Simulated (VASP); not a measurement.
Output of a VASP run:

File OSZICAR:
```
...
       N       E                     dE             d eps       ncg     rms          rms(c)
DAV:   1    -0.166203764642E+02   -0.13285E+02   -0.26188E+02  1402   0.203E+02    0.402E+01
DAV:   2    -0.157508662502E+01    0.15045E+02   -0.57369E+01  1322   0.105E+02    0.976E+00
DAV:   3    -0.903534918269E+00    0.67155E+00   -0.28525E+00  1242   0.178E+01    0.421E+00
DAV:   4    -0.673034189654E+00    0.23050E+00   -0.49906E-01  1322   0.397E+00    0.275E+00
DAV:   5    -0.671036260424E+00    0.19979E-02   -0.26764E-02  1449   0.169E+00    0.143E+00
DAV:   6    -0.672609804235E+00   -0.15735E-02   -0.84331E-03  1460   0.859E-01    0.190E-01
DAV:   7    -0.672854087875E+00   -0.24428E-03   -0.65616E-04  1511   0.196E-01    0.123E-01
DAV:   8    -0.672868532880E+00   -0.14445E-04   -0.36459E-05  1375   0.426E-02    0.556E-02
DAV:   9    -0.672887292804E+00   -0.18760E-04   -0.15536E-05  1457   0.419E-02    0.118E-02
DAV:  10    -0.672887935931E+00   -0.64313E-06   -0.29094E-06  1269   0.182E-02
   2 F= 0.50430043E+01 E0= 0.50429977E+01  d E =0.707511E+00
       N       E                     dE             d eps       ncg     rms          rms(c)
DAV:   1    -0.842058490083E+01   -0.77477E+01   -0.11951E+02  1292   0.152E+02    0.320E+01
DAV:   2    -0.368105787748E+01    0.47395E+01   -0.11675E+01  1277   0.574E+01    0.134E+01
DAV:   3    -0.308513706877E+01    0.59592E+00   -0.98685E-01  1317   0.122E+01    0.122E+01
DAV:   4    -0.285343148660E+01    0.23171E+00   -0.29026E-01  1277   0.449E+00    0.339E+00
DAV:   5    -0.284301348563E+01    0.10418E-01   -0.22844E-02  1368   0.150E+00    0.936E-01
DAV:   6    -0.284289537162E+01    0.11811E-03   -0.19170E-03  1357   0.389E-01    0.552E-01
DAV:   7    -0.284305243106E+01   -0.15706E-03   -0.65271E-04  1332   0.325E-01    0.200E-01
DAV:   8    -0.284313801774E+01   -0.85587E-04   -0.28140E-04  1417   0.170E-01    0.395E-02
DAV:   9    -0.284314612736E+01   -0.81096E-05   -0.11281E-05  1407   0.237E-02    0.276E-02
DAV:  10    -0.284314766447E+01   -0.15371E-05   -0.13381E-06  1193   0.129E-02    0.644E-03
DAV:  11    -0.284314760410E+01    0.60373E-07   -0.21577E-07   771   0.433E-03
   3 F= 0.41343407E+01 E0= 0.41343403E+01  d E =-.201152E+00
       N       E                     dE             d eps       ncg     rms          rms(c)
DAV:   1    -0.281419118778E+01    0.28956E-01   -0.71419E-02  1362   0.358E+00    0.444E-01
DAV:   2    -0.281091954093E+01    0.32716E-02   -0.81332E-03  1347   0.154E+00    0.175E-01
DAV:   3    -0.281059990300E+01    0.31964E-03   -0.89019E-04  1322   0.332E-01    0.162E-01
DAV:   4    -0.281055263060E+01    0.47272E-04   -0.13933E-04  1337   0.120E-01    0.178E-02
DAV:   5    -0.281054873446E+01    0.38961E-05   -0.22386E-05  1375   0.712E-02    0.172E-02
DAV:   6    -0.281054954875E+01   -0.81429E-06   -0.36000E-06  1274   0.200E-02
   4 F= 0.41335811E+01 E0= 0.41335823E+01  d E =-.201912E+00
       N       E                     dE             d eps       ncg     rms          rms(c)
DAV:   1    -0.279717772290E+01    0.13371E-01   -0.12587E-02  1367   0.150E+00    0.189E-01
DAV:   2    -0.279659362330E+01    0.58410E-03   -0.14432E-03  1352   0.647E-01    0.742E-02
DAV:   3    -0.279653742605E+01    0.56197E-04   -0.15865E-04  1307   0.140E-01    0.689E-02
DAV:   4    -0.279653077319E+01    0.66529E-05   -0.24905E-05  1372   0.507E-02    0.776E-03
DAV:   5    -0.279653043761E+01    0.33559E-06   -0.39916E-06  1207   0.300E-02
   5 F= 0.41335521E+01 E0= 0.41335539E+01  d E =-.201941E+00
```

OUTCAR:
```
------------------------ aborting loop because EDIFF is reached ----------------------------------------
  FORCE on cell =-STRESS in cart. coord.  units (eV):
  Direction    XX          YY          ZZ          XY          YZ          ZX
  --------------------------------------------------------------------------------------
  Total        6.9592102      6.9592102      6.9592102     -0.0000000      0.0000000      0.0000000
  in kB      200.8406134    200.8406134    200.8406134     -0.0000000      0.0000000      0.0000000
  external PRESSURE =       0.8406134 kB  Pullay stress =     200.0000000 kB
  volume of cell :       55.52
      direct lattice vectors                 reciprocal lattice vectors
    -0.000000000  3.027817307  3.027817307    -0.165135459  0.165135459  0.165135459
     3.027817307  0.000000000  3.027817307     0.165135459 -0.165135459  0.165135459
     3.027817307  3.027817307  0.000000000     0.165135459  0.165135459 -0.165135459
 POSITION                                       TOTAL-FORCE (eV/Angst)
 -----------------------------------------------------------------------------------
      0.00000      0.00000      0.00000        -0.000000     -0.000000     -0.000000
      1.51391      1.51391      1.51391         0.000000      0.000000      0.000000
 -----------------------------------------------------------------------------------
    total drift:                               -0.000000     -0.000000     -0.000000
  FREE ENERGIE OF THE ION-ELECTRON SYSTEM (eV)
  ---------------------------------------------------
  free  energy   TOTEN  =        -2.7965304376 eV

  energy  without entropy=       -2.7965250583  energy(sigma->0) =       -2.79652864
  enthalpy is  TOTEN    =         4.1335521468 eV   P V=        6.9300825844

 reached required accuracy - stopping structural energy minimisation
```
(Selected blocks of OUTCAR.)

### POSCAR
```
HgTe
1
    0.0000000000     3.1320884221     3.1320884221
    3.1320884221     0.0000000000     3.1320884221
    3.1320884221     3.1320884221     0.0000000000
Hg Te
1 1
Direct
  0.0000000000   0.0000000000   0.0000000000
  0.2500000000   0.2500000000   0.2500000000
```

Question: Reconstruct the remaining input files.

Answer: One answer among several that fit: the input of the run itself, PBE GGA, plane waves, VASP's PBE PAW potentials (set 64).

### KPOINTS
```
Automatic mesh
0
Gamma
10 10 10
0 0 0
```

INCAR:
```
SYSTEM  =  HgTe
PREC  =  Accurate; ENCUT  =  500; LREAL  =  .False.
LASPH  =  .True.
EDIFF  =  1E-6; NELM  =  100; ALGO  =  Normal
LMAXMIX  =  6
ISMEAR  =  1; SIGMA  =  0.1
GGA  =  PE
IBRION  =  2; NSW  =  40; ISIF  =  3
EDIFFG  =  -0.02; PSTRESS  =  200
LWAVE  =  .False.; LCHARG  =  .False.
```

POTCAR, in this order: Hg Te (PBE.64 set). Program: vasp_std.

Energy and stress use the plane-wave basis of the starting cell.

The compound is HgTe in the zinc blende structure. This run relaxes it under an external pressure of 20 GPa. Symmetry was kept, so distortions that lower it aren't found.
